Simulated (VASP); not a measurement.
MgTe: band gap against strain

MgTe (wurtzite, P6_3mc, 34.470 Å³/atom and stress up to 0.03 GPa in the relaxed cell, c along z) under an equal strain ε along all three axes. PBE in VASP (plane waves, PAW), 480 eV, 12×12×4 Γ-centred mesh, Gaussian smearing 0.05 eV; ions are relaxed, or left where forces stay under 0.02 eV/Å, within the symmetry of each cell. Gaps are the smallest on the run's k-mesh, which can miss an edge that lies off it, without spin-orbit coupling; in all rows the valence edge lies at Γ and the conduction edge at Γ.

Here s stands for strain and Eg for gap.

```
strain (%)  gap (eV)
----------  --------
0.00           2.361
0.50           2.295
1.00           2.229
1.50           2.165
3.00               ?
```

Q: Fit Eg against s with a straight line, and predict the withheld value at s = 3.00.

A: Means: s 0.75000, Eg 2.2625. About the means, the sum of products is -0.16350 and the sum of squares of s is 1.2500; the slope is their ratio. Least squares gives Eg = 2.3606 - 0.13080·s. Residuals (row less fit): 0.0004, -0.0002, -0.0008, 0.0006; standard error 0.0008 (degrees of freedom: 2). Over these rows the gap moves by -13.08 ± 0.07 eV per unit strain, or -4.4 eV per unit of ln V. At the withheld row, Eg = 2.3606 - 0.13080 × 3.0 = 1.9682 eV. The calculation gives 1.979 eV, 0.0108 eV above the prediction (2.8 % of the range of Eg in the table). The row lies outside the fitted rows, so this is an extrapolation. From the scatter of the fitted rows alone, a prediction at this place has a standard error of 0.0018 eV, so the miss is 6.0 times that.

A polynomial of degree 2 through the 6 other runs of the series gives 1.979 there, so most of the miss is curvature that the fit leaves out. Spin-orbit coupling is left out, which can shift this property for MgTe. Rows are the converged runs of the series near zero and its far end, less any whose ions stayed unrelaxed beside relaxed ones; series whose fitted rows scatter by over a few per cent of the range, as at a crossing or softening among them, aren't shown in this form. Most that stay on the fit to the last digits aren't either.
